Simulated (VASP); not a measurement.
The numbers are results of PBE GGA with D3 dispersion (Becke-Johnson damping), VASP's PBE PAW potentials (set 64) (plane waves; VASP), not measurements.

Input for VASP

**INCAR**
```
SYSTEM  =  TiB2
PREC  =  Accurate; ENCUT  =  520; LREAL  =  .False.
LASPH  =  .True.
EDIFF  =  1E-7; NELM  =  100; ALGO  =  Normal
LMAXMIX  =  4
ISMEAR  =  -5
GGA  =  PE; IVDW  =  12
ISIF  =  2
LWAVE  =  .False.; LCHARG  =  .True.; LORBIT  =  11
NEDOS  =  601
LEFG  =  .True.
```

**POSCAR**
```
TiB2
1
    1.5022729789    -2.6020131522     0.0000000000
    1.5022729789     2.6020131522     0.0000000000
    0.0000000000     0.0000000000     3.1828646285
Ti B
1 2
Direct
  1.0000000000   0.0000000000   0.0000000000
  0.3333330000   0.6666670000   0.5000000000
  0.6666670000   0.3333330000   0.5000000000
```

**KPOINTS**
```
K-points
0
G
  13 13 11
0 0 0
```

POTCAR, in this order: Ti_sv B (PBE.64 set). Program: vasp_std.

Output of the run:

### OSZICAR
```
       N       E                     dE             d eps       ncg     rms          rms(c)
DAV:   1     0.130252924004E+03    0.13025E+03   -0.93200E+03  3276   0.159E+03
DAV:   2    -0.195771717512E+02   -0.14983E+03   -0.14679E+03  3346   0.400E+02
DAV:   3    -0.292376693411E+02   -0.96605E+01   -0.95580E+01  4756   0.956E+01
DAV:   4    -0.295798500990E+02   -0.34218E+00   -0.34131E+00  4299   0.163E+01
DAV:   5    -0.295888393140E+02   -0.89892E-02   -0.89919E-02  4748   0.236E+00    0.175E+01
DAV:   6    -0.243608725192E+02    0.52280E+01   -0.25822E+01  4298   0.604E+01    0.401E+00
DAV:   7    -0.244023848061E+02   -0.41512E-01   -0.16009E+00  3610   0.150E+01    0.351E+00
DAV:   8    -0.244123312865E+02   -0.99465E-02   -0.15141E-01  4799   0.350E+00    0.693E-01
DAV:   9    -0.244076960064E+02    0.46353E-02   -0.56292E-02  4357   0.320E+00    0.269E-01
DAV:  10    -0.244069742521E+02    0.72175E-03   -0.49114E-03  4094   0.100E+00    0.805E-02
DAV:  11    -0.244069515958E+02    0.22656E-04   -0.22333E-04  4656   0.190E-01    0.543E-02
DAV:  12    -0.244069552539E+02   -0.36581E-05   -0.10900E-04  4151   0.142E-01    0.999E-03
DAV:  13    -0.244069485169E+02    0.67369E-05   -0.97421E-06  4050   0.422E-02    0.246E-03
DAV:  14    -0.244069495744E+02   -0.10575E-05   -0.22311E-07  3307   0.564E-03    0.569E-04
DAV:  15    -0.244069499274E+02   -0.35293E-06   -0.43014E-08  1873   0.227E-03    0.273E-04
DAV:  16    -0.244069499417E+02   -0.14372E-07   -0.13004E-08  1738   0.119E-03
   1 F= -.25704540E+02 E0= -.25704540E+02  d E =0.000000E+00
```

**OUTCAR**
```
------------------------ aborting loop because EDIFF is reached ----------------------------------------
 Edisp (eV)   -1.29759
  FORCE on cell =-STRESS in cart. coord.  units (eV):
  Direction    XX          YY          ZZ          XY          YZ          ZX
  --------------------------------------------------------------------------------------
  Total       0.02515     0.02515    -0.09348    -0.00000    -0.00000     0.00000
  in kB       1.61911     1.61911    -6.01911    -0.00000    -0.00000     0.00000
  external pressure =       -0.93 kB  Pullay stress =        0.00 kB
  volume of cell :       24.88
      direct lattice vectors                 reciprocal lattice vectors
     1.502272979 -2.602013152  0.000000000     0.332828991 -0.192158906  0.000000000
     1.502272979  2.602013152  0.000000000     0.332828991  0.192158906  0.000000000
     0.000000000  0.000000000  3.182864628     0.000000000  0.000000000  0.314182385
 POSITION                                       TOTAL-FORCE (eV/Angst)
 -----------------------------------------------------------------------------------
      0.00000      0.00000      0.00000        -0.000000      0.000000      0.000000
      1.50227      0.86734      1.59143         0.000000     -0.000000      0.000000
      1.50227     -0.86734      1.59143        -0.000000      0.000000     -0.000000
 -----------------------------------------------------------------------------------
    total drift:                                0.000000     -0.000000      0.000000
  FREE ENERGIE OF THE ION-ELECTRON SYSTEM (eV)
  ---------------------------------------------------
  free  energy   TOTEN  =       -25.7045397730 eV

  energy  without entropy=      -25.7045397730  energy(sigma->0) =      -25.70453977

 total charge

# of ion       s       p       d       tot
------------------------------------------
    1        2.183   6.225   2.068  10.475
    2        0.695   1.354   0.000   2.049
    3        0.695   1.354   0.000   2.049
--------------------------------------------------
tot          3.573   8.932   2.068  14.572

 Electric field gradients after diagonalization (V/A^2)
 (convention: |V_zz| > |V_xx| > |V_yy|)
----------------------------------------------------------------------
 ion       V_xx      V_yy      V_zz     asymmetry (V_yy - V_xx)/ V_zz
----------------------------------------------------------------------
   1      -8.895    -8.893    17.788       0.000
   2      -2.225    -2.225     4.451       0.000
   3      -2.225    -2.225     4.451       0.000
```
(Selected blocks of OUTCAR.)

For a metal the tetrahedron method with Blöchl corrections gives inexact stress and forces.

The compound is TiB2 in the AlB2 type structure. It was relaxed first.
